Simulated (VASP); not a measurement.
# Ta4NiO11 (P2/m) in VASP: settings compared, part 2 of 2

VASP 6.6.1. Earlier steps stand in the parts before.

### Step 3. Relaxation of cell and atoms, LDA, collinear spin, ferromagnetic start

File INCAR:

```
SYSTEM = Ta4NiO11
PREC = Accurate
ENCUT = 600
EDIFF = 1E-6
ISMEAR = -1
SIGMA = 0.05
LREAL = .False.
LASPH = .True.
NELM = 100
ALGO = Normal
ISIF = 3
LWAVE = .False.
LCHARG = .False.
ISPIN = 2
MAGMOM = 0 0 0 0 1 0 0 0 0 0 0 0 0 0 0 0
LORBIT = 11
LMAXMIX = 4
GGA = CA
IBRION = 2
NSW = 40
EDIFFG = -0.01
KPAR = 4
```

File KPOINTS:

```
regular mesh
0
Gamma
  6 5 4
  0 0 0
```

File POSCAR:

```
Ta4NiO11
1.0
    4.7708900000      0.0000000000      0.0051300000
    0.0000000000      5.8245400000      0.0000000000
   -1.9862800000      0.0000000000      7.2505100000
Ta Ni O
4 1 11
Direct
    0.6133900000      0.5000000000      0.7604200000
    0.3866100000      0.5000000000      0.2395800000
    0.1661500000      0.0000000000      0.7987500000
    0.8338500000      0.0000000000      0.2012500000
    0.5000000000      0.0000000000      0.5000000000
    0.3327800000      0.7991300000      0.6505300000
    0.6672200000      0.7991300000      0.3494700000
    0.9004700000      0.2578600000      0.8071800000
    0.0995300000      0.2578600000      0.1928200000
    0.6672200000      0.2008700000      0.3494700000
    0.3327800000      0.2008700000      0.6505300000
    0.0995300000      0.7421400000      0.1928200000
    0.9004700000      0.7421400000      0.8071800000
    0.5000000000      0.5000000000      0.0000000000
    0.5000000000      0.0000000000      0.0000000000
    0.5000000000      0.5000000000      0.5000000000
```

Potentials or basis: VASP PAW LDA potentials, release 64 (Ta_pv, Ni, O).

Run with:

```
cat potpaw_LDA.64/Ta_pv/POTCAR potpaw_LDA.64/Ni/POTCAR potpaw_LDA.64/O/POTCAR > POTCAR
mpirun -np 4 vasp_std > vasp.out
```

It took 1.6 h on 4 MPI ranks of Intel Xeon Platinum 8488C (Sapphire Rapids), shared host; peak memory 1 GiB.

Results (log left out):

- Free energy: -158.2831 eV
- Relaxed volume: 11.94 Å³/atom
- Relaxed cell: a = 4.651 Å, b = 5.744 Å, c = 7.442 Å, α = 90.00°, β = 106.10°, γ = 90.00°
- Space group after relaxing (to 0.05 Å): P2/m (No. 10)
- Energy gained by relaxing: 21.4 meV/atom
- Ionic steps: 26
- Pressure after relaxing: 0.0 GPa
- Largest force after relaxing: 0.007 eV/Å
- Band gap on the k mesh: 0.94 eV, indirect (least direct gap 0.97 eV)
- Net moment: 0.00 μB per cell
- Valence electrons inside the program's atomic spheres: Ta 8.86, 9.03; Ni 9.33; O 5.04, 5.06, 5.03, 5.10, 5.13

Forces on the atoms (eV/Å):
```
Ta  -0.004  0.000 -0.006
Ta   0.004  0.000  0.006
Ta  -0.003  0.000 -0.006
Ta   0.003  0.000  0.006
Ni   0.000  0.000  0.000
O   -0.005  0.001  0.004
O    0.005  0.001 -0.004
O   -0.002 -0.002 -0.003
O    0.002 -0.002  0.003
O    0.005 -0.001 -0.004
O   -0.005 -0.001  0.004
O    0.002  0.002  0.003
O   -0.002  0.002 -0.003
O    0.000  0.000  0.000
O    0.000  0.000  0.000
O    0.000  0.000  0.000
```

The path:
| step | energy change (eV) | largest force (eV/Å) | pressure (GPa) | volume (Å³) |
| --- | --- | --- | --- | --- |
| 1 | 0.0000 | 0.4162 | -10.06 | 201.54 |
| 2 | 0.6843 | 2.1780 | 22.99 | 179.33 |
| 3 | -0.2804 | 0.6409 | -0.31 | 193.40 |
| 4 | -0.2806 | 0.6597 | -0.03 | 193.20 |
| 5 | -0.2938 | 0.8755 | 0.40 | 191.53 |
| 6 | -0.3116 | 0.4320 | 0.16 | 192.26 |
| 7 | -0.3209 | 0.2175 | -0.10 | 192.13 |
| 8 | -0.3221 | 0.1625 | -0.05 | 192.16 |
| 9 | -0.3297 | 0.0838 | -0.08 | 192.03 |
| 10 | -0.3315 | 0.1466 | -0.12 | 191.92 |
| 11 | -0.3363 | 0.0991 | -0.06 | 191.65 |
| 12 | -0.3365 | 0.1511 | -0.03 | 191.59 |
| 13 | -0.3397 | 0.0615 | 0.01 | 191.33 |
| 14 | -0.3397 | 0.0645 | 0.01 | 191.31 |
| 15 | -0.3408 | 0.0385 | -0.09 | 191.27 |
| 16 | -0.3409 | 0.0575 | -0.12 | 191.25 |
| 17 | -0.3412 | 0.0418 | 0.15 | 191.02 |
| 18 | -0.3413 | 0.0384 | 0.10 | 191.05 |
| 19 | -0.3416 | 0.0440 | 0.04 | 191.07 |
| 20 | -0.3416 | 0.0454 | 0.02 | 191.07 |
| 21 | -0.3417 | 0.0201 | -0.03 | 191.10 |
| 22 | -0.3417 | 0.0293 | -0.08 | 191.10 |
| 23 | -0.3418 | 0.0201 | -0.01 | 191.06 |
| 24 | -0.3418 | 0.0154 | 0.02 | 191.02 |
| 25 | -0.3418 | 0.0146 | 0.03 | 191.01 |
| 26 | -0.3418 | 0.0075 | -0.03 | 191.03 |

Final structure:
```yaml
crystal:
  lattice:
    - [4.65061, 0.00000, -0.03909]
    - [0.00000, 5.74421, 0.00000]
    - [-2.00348, 0.00000, 7.16776]
  atoms:
    - { symbol: Ta, position: [0.60455, 0.50000, 0.76003] }
    - { symbol: Ta, position: [0.39545, 0.50000, 0.23997] }
    - { symbol: Ta, position: [0.15948, 0.00000, 0.79635] }
    - { symbol: Ta, position: [0.84052, 0.00000, 0.20365] }
    - { symbol: Ni, position: [0.50000, 0.00000, 0.50000] }
    - { symbol: O, position: [0.33638, 0.80074, 0.64742] }
    - { symbol: O, position: [0.66362, 0.80074, 0.35258] }
    - { symbol: O, position: [0.90591, 0.26144, 0.80924] }
    - { symbol: O, position: [0.09409, 0.26144, 0.19076] }
    - { symbol: O, position: [0.66362, 0.19926, 0.35258] }
    - { symbol: O, position: [0.33638, 0.19926, 0.64742] }
    - { symbol: O, position: [0.09409, 0.73856, 0.19076] }
    - { symbol: O, position: [0.90591, 0.73856, 0.80924] }
    - { symbol: O, position: [0.50000, 0.50000, 0.00000] }
    - { symbol: O, position: [0.50000, 0.00000, 0.00000] }
    - { symbol: O, position: [0.50000, 0.50000, 0.50000] }
```

Levels at points of the mesh, in eV from the valence-band top:
Spin up:
| k point | band 56 | band 57 | band 58 | band 59 | band 60 | band 61 | band 62 | band 63 | band 64 | band 65 |
| --- | --- | --- | --- | --- | --- | --- | --- | --- | --- | --- |
| (0.00, 0.00, 0.00) | -0.78 | -0.66 | -0.50 | -0.14 | -0.09 | 1.13 | 1.25 | 1.75 | 2.04 | 2.70 |
| (0.50, 0.00, 0.00) | -0.91 | -0.75 | -0.37 | -0.28 | -0.25 | 1.21 | 1.68 | 1.97 | 2.03 | 2.37 |
| (0.00, 0.00, 0.50) | -0.71 | -0.62 | -0.35 | -0.07 | -0.07 | 1.34 | 1.44 | 1.84 | 2.02 | 2.91 |
| (0.50, 0.00, 0.50) | -1.02 | -0.74 | -0.31 | -0.18 | -0.12 | 1.41 | 1.95 | 2.14 | 2.33 | 2.65 |
Spin down:
```csv
k point,band 56,band 57,band 58,band 59,band 60,band 61,band 62,band 63,band 64,band 65
"(0.00, 0.00, 0.00)",-0.78,-0.66,-0.50,-0.14,-0.09,1.13,1.25,1.75,2.04,2.70
"(0.50, 0.00, 0.00)",-0.91,-0.75,-0.37,-0.28,-0.25,1.21,1.68,1.97,2.03,2.37
"(0.00, 0.00, 0.50)",-0.71,-0.62,-0.35,-0.07,-0.07,1.34,1.44,1.84,2.02,2.91
"(0.50, 0.00, 0.50)",-1.02,-0.74,-0.31,-0.18,-0.12,1.41,1.95,2.14,2.33,2.65
```

Caveat: spin-orbit coupling is left out, which moves the levels of the heavy elements; an odd mesh through Γ misses points on the zone boundary, where band edges often lie.

### Step 4. Relaxation of cell and atoms, PBEsol, collinear spin, ferromagnetic start

INCAR: that of step 3 with these lines changed.

```diff
@@ -17,3 +17,3 @@
 LMAXMIX = 4
-GGA = CA
+GGA = PS
 IBRION = 2
```

KPOINTS is that of step 3.

POSCAR is that of step 3.

Potentials or basis: VASP PAW PBE potentials, release 64 (Ta_pv, Ni, O).

Run with:

```
cat potpaw_PBE.64/Ta_pv/POTCAR potpaw_PBE.64/Ni/POTCAR potpaw_PBE.64/O/POTCAR > POTCAR
mpirun -np 4 vasp_std > vasp.out
```

It took 72 min on 4 MPI ranks of Intel Xeon Platinum 8488C (Sapphire Rapids), shared host; peak memory 1.2 GiB.

Results (log left out):

```
Free energy                                           : -151.0483 eV
Relaxed volume                                        : 12.22 Å³/atom
Relaxed cell                                          : a = 4.705 Å, b = 5.772 Å, c = 7.484 Å, α = 90.00°, β = 105.81°, γ = 90.00°
Space group after relaxing (to 0.05 Å)                : P2/m (No. 10)
Energy gained by relaxing                             : 6.4 meV/atom
Ionic steps                                           : 25
Pressure after relaxing                               : 0.0 GPa
Largest force after relaxing                          : 0.008 eV/Å
Band gap on the k mesh                                : 0.86 eV, indirect (least direct gap 0.91 eV)
Net moment                                            : 0.00 μB per cell
Valence electrons inside the program's atomic spheres : Ta 8.80, 8.97; Ni 9.24; O 5.04, 5.06, 5.02, 5.10, 5.12
```

Forces on the atoms (eV/Å):
```
Ta   0.000  0.000 -0.007
Ta   0.000  0.000  0.007
Ta  -0.003  0.000  0.002
Ta   0.003  0.000 -0.002
Ni   0.000  0.000  0.000
O   -0.005  0.006  0.003
O    0.005  0.006 -0.003
O    0.001  0.000 -0.002
O   -0.001  0.000  0.002
O    0.005 -0.006 -0.003
O   -0.005 -0.006  0.003
O   -0.001  0.000  0.002
O    0.001  0.000 -0.002
O    0.000  0.000  0.000
O    0.000  0.000  0.000
O    0.000  0.000  0.000
```

Step by step:
| step | energy change (eV) | largest force (eV/Å) | pressure (GPa) | volume (Å³) |
| --- | --- | --- | --- | --- |
| 1 | 0.0000 | 0.2004 | -5.30 | 201.54 |
| 2 | 0.1445 | 0.9171 | 10.09 | 189.63 |
| 3 | -0.0803 | 0.3533 | -0.01 | 196.98 |
| 4 | -0.0873 | 0.4282 | 0.00 | 196.14 |
| 5 | -0.0908 | 0.2660 | -0.02 | 196.45 |
| 6 | -0.0943 | 0.1238 | 0.05 | 196.16 |
| 7 | -0.0946 | 0.0957 | 0.03 | 196.22 |
| 8 | -0.0978 | 0.0472 | -0.05 | 196.15 |
| 9 | -0.0986 | 0.0801 | -0.13 | 196.10 |
| 10 | -0.1002 | 0.0876 | 0.07 | 195.79 |
| 11 | -0.1002 | 0.0649 | 0.06 | 195.84 |
| 12 | -0.1010 | 0.0557 | -0.05 | 195.77 |
| 13 | -0.1011 | 0.0445 | -0.04 | 195.78 |
| 14 | -0.1014 | 0.0277 | 0.01 | 195.70 |
| 15 | -0.1014 | 0.0336 | 0.03 | 195.67 |
| 16 | -0.1015 | 0.0419 | -0.06 | 195.67 |
| 17 | -0.1015 | 0.0241 | -0.03 | 195.67 |
| 18 | -0.1016 | 0.0125 | 0.03 | 195.61 |
| 19 | -0.1016 | 0.0146 | 0.04 | 195.60 |
| 20 | -0.1016 | 0.0173 | -0.04 | 195.64 |
| 21 | -0.1016 | 0.0166 | -0.08 | 195.64 |
| 22 | -0.1016 | 0.0151 | -0.05 | 195.63 |
| 23 | -0.1017 | 0.0161 | 0.03 | 195.57 |
| 24 | -0.1017 | 0.0167 | 0.04 | 195.57 |
| 25 | -0.1017 | 0.0085 | -0.01 | 195.58 |

Final structure:
```
Ta Ni O
1.0
     4.70511    0.00000   -0.02370
     0.00000    5.77225    0.00000
    -2.00266    0.00000    7.21130
Ta Ni O
4 1 11
Direct
  0.60676 0.50000 0.76009
  0.39324 0.50000 0.23991
  0.16171 0.00000 0.79757
  0.83829 0.00000 0.20243
  0.50000 0.00000 0.50000
  0.33404 0.79953 0.64860
  0.66596 0.79953 0.35140
  0.90314 0.25978 0.80838
  0.09686 0.25978 0.19162
  0.66596 0.20047 0.35140
  0.33404 0.20047 0.64860
  0.09686 0.74022 0.19162
  0.90314 0.74022 0.80838
  0.50000 0.50000 0.00000
  0.50000 0.00000 0.00000
  0.50000 0.50000 0.50000
```

Levels at points of the mesh, in eV from the valence-band top:
Spin up:
| k point | band 58 | band 59 | band 60 | band 61 | band 62 | band 63 |
| --- | --- | --- | --- | --- | --- | --- |
| (0.00, 0.00, 0.00) | -0.41 | -0.12 | -0.10 | 1.05 | 1.24 | 1.73 |
| (0.50, 0.00, 0.00) | -0.31 | -0.27 | -0.19 | 1.16 | 1.60 | 1.94 |
| (0.00, 0.00, 0.50) | -0.27 | -0.09 | -0.05 | 1.24 | 1.40 | 1.79 |
| (0.50, 0.00, 0.50) | -0.23 | -0.15 | -0.12 | 1.30 | 1.96 | 2.08 |
Spin down:
```
           k point  band 56  band 57  band 58  band 59  band 60  band 61  band 62  band 63  band 64  band 65
(0.00, 0.00, 0.00)    -0.82    -0.77    -0.41    -0.12    -0.10     1.05     1.24     1.73     1.97     2.62
(0.50, 0.00, 0.00)    -1.01    -0.80    -0.31    -0.27    -0.19     1.16     1.60     1.94     2.02     2.28
(0.00, 0.00, 0.50)    -0.77    -0.73    -0.27    -0.09    -0.05     1.24     1.40     1.79     2.00     2.90
(0.50, 0.00, 0.50)    -1.12    -0.80    -0.23    -0.15    -0.12     1.30     1.96     2.08     2.31     2.58
```

Caveat: the PAW data sets were made with another functional, which shifts forces and pressure a little; spin-orbit coupling is left out, which moves the levels of the heavy elements; an odd mesh through Γ misses points on the zone boundary, where band edges often lie. A hybrid or GW would open this gap; PBEsol tends to underestimate it.

### Step 5. Summary

```csv
level,potentials or basis,gap on the mesh (eV),pressure (GPa),moment (μB),relaxed volume (Å³/atom),largest force (eV/Å)
PBE,"VASP PAW PBE potentials, release 64 (Ta_pv, Ni, O)",0.79,0.1,0.00,12.61,0.01
LDA,"VASP PAW LDA potentials, release 64 (Ta_pv, Ni, O)",0.94,0.0,0.00,11.94,0.01
PBEsol,"VASP PAW PBE potentials, release 64 (Ta_pv, Ni, O)",0.86,0.0,0.00,12.22,0.01
```

Alike in all rows: task relaxation of cell and atoms; spin collinear, ferromagnetic start; cell relaxed; k mesh 6 × 5 × 4; cutoff (eV) 600; smearing fermi-dirac 0.05 eV.

Caveats: spin-orbit coupling is left out, which moves the levels of the heavy elements; an odd mesh through Γ misses points on the zone boundary, where band edges often lie; the PAW data sets were made with another functional, which shifts forces and pressure a little (some runs).

Absolute energies hang on the potentials; compare differences alone.
